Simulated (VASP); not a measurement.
VASP ran on this input.

### POSCAR
```
Al
1
    0.0000000000     2.0250000000     2.0250000000
    2.0250000000     0.0000000000     2.0250000000
    2.0250000000     2.0250000000     0.0000000000
Al
1
Direct
  0.0000000000   0.0000000000   0.0000000000
```

INCAR:
```
SYSTEM = Al
PREC = Accurate
ENCUT = 400
EDIFF = 1E-6
NELM = 100
ALGO = Normal
LREAL = .FALSE.
LASPH = .TRUE.
ISMEAR = 1
SIGMA = 0.1
GGA = PE
LWAVE = .FALSE.
LCHARG = .FALSE.
ISIF = 2
```

**KPOINTS**
```
k-points along high-symmetry lines
6
Line-mode
Reciprocal
  0.000000   0.000000   0.000000 ! GAMMA
  0.500000   0.000000   0.500000 ! X

  0.500000   0.000000   0.500000 ! X
  0.625000   0.250000   0.625000 ! U

  0.375000   0.375000   0.750000 ! K
  0.000000   0.000000   0.000000 ! GAMMA

  0.000000   0.000000   0.000000 ! GAMMA
  0.500000   0.500000   0.500000 ! L

  0.500000   0.500000   0.500000 ! L
  0.500000   0.250000   0.750000 ! W

  0.500000   0.250000   0.750000 ! W
  0.500000   0.000000   0.500000 ! X
```

POTCAR, in this order: Al (PBE.64 set). Program: vasp_std.

Output of the run:

### standard output
```
 POSCAR found type information on POSCAR Al
 POSCAR found :  1 types and       1 ions
 Reading from existing POTCAR
 Reading from existing POTCAR
 LDA part: xc-table for (Slater+PW92), standard interpolation
 POSCAR, INCAR and KPOINTS ok, starting setup
 WAVECAR not read
 entering main loop
       N       E                     dE             d eps       ncg     rms          rms(c)
DAV:   1    -0.172417259414E+01   -0.17242E+01   -0.65674E+02   425   0.235E+02
DAV:   2    -0.331487309970E+01   -0.15907E+01   -0.14931E+01   485   0.255E+01
DAV:   3    -0.332905837779E+01   -0.14185E-01   -0.14175E-01   495   0.275E+00
DAV:   4    -0.332908878158E+01   -0.30404E-04   -0.30403E-04   520   0.139E-01
DAV:   5    -0.332908892532E+01   -0.14374E-06   -0.14407E-06   490   0.761E-03    0.135E+00
DAV:   6    -0.331445297717E+01    0.14636E-01   -0.22521E-03   435   0.329E-01    0.784E-01
DAV:   7    -0.330410604970E+01    0.10347E-01   -0.65170E-03   435   0.522E-01    0.139E-01
DAV:   8    -0.330409302625E+01    0.13023E-04   -0.20864E-05   480   0.508E-02    0.106E-02
DAV:   9    -0.330409152369E+01    0.15026E-05   -0.11772E-06   440   0.703E-03    0.136E-03
DAV:  10    -0.330409086709E+01    0.65660E-06   -0.10437E-08   345   0.890E-04
   1 F= -.33040909E+01 E0= -.33029372E+01  d E =-.346095E-02
```

### OUTCAR
```
------------------------ aborting loop because EDIFF is reached ----------------------------------------
  FORCE on cell =-STRESS in cart. coord.  units (eV):
  Direction    XX          YY          ZZ          XY          YZ          ZX
  --------------------------------------------------------------------------------------
  Total        0.0783641      0.0783641      0.0783641      0.0000000      0.0000000      0.0000000
  in kB        7.5600188      7.5600188      7.5600188      0.0000000      0.0000000      0.0000000
  external PRESSURE =       7.5600188 kB  Pullay stress =       0.0000000 kB
  volume of cell :       16.61
      direct lattice vectors                 reciprocal lattice vectors
     0.000000000  2.025000000  2.025000000    -0.246913580  0.246913580  0.246913580
     2.025000000  0.000000000  2.025000000     0.246913580 -0.246913580  0.246913580
     2.025000000  2.025000000  0.000000000     0.246913580  0.246913580 -0.246913580
 POSITION                                       TOTAL-FORCE (eV/Angst)
 -----------------------------------------------------------------------------------
      0.00000      0.00000      0.00000         0.000000      0.000000     -0.000000
 -----------------------------------------------------------------------------------
    total drift:                                0.000000     -0.000000     -0.000000
  FREE ENERGIE OF THE ION-ELECTRON SYSTEM (eV)
  ---------------------------------------------------
  free  energy   TOTEN  =        -3.3040908671 eV

  energy  without entropy=       -3.3006299144  energy(sigma->0) =       -3.30293722
```
(Selected blocks of OUTCAR.)

Task: The run ends quietly. Is anything wrong with it?

Result: The cause: a line-mode KPOINTS file was used for a self-consistent run. The run ends without an error. Against the sound run, the energy per atom (σ→0) increases by 0.450 eV/atom; the pressure increases by 1.15 GPa. To mend it, correct KPOINTS.
KPOINTS:
```
Automatic mesh
0
Gamma
12 12 12
0 0 0
```
The mended run (PBE GGA, plane waves, VASP's PBE PAW potentials (set 64)) converges, and its OSZICAR ends with
```
   1 F= -.37531730E+01 E0= -.37534303E+01  d E =0.771969E-03
```

The compound is Al in the fcc structure. The cell was not relaxed at this level.
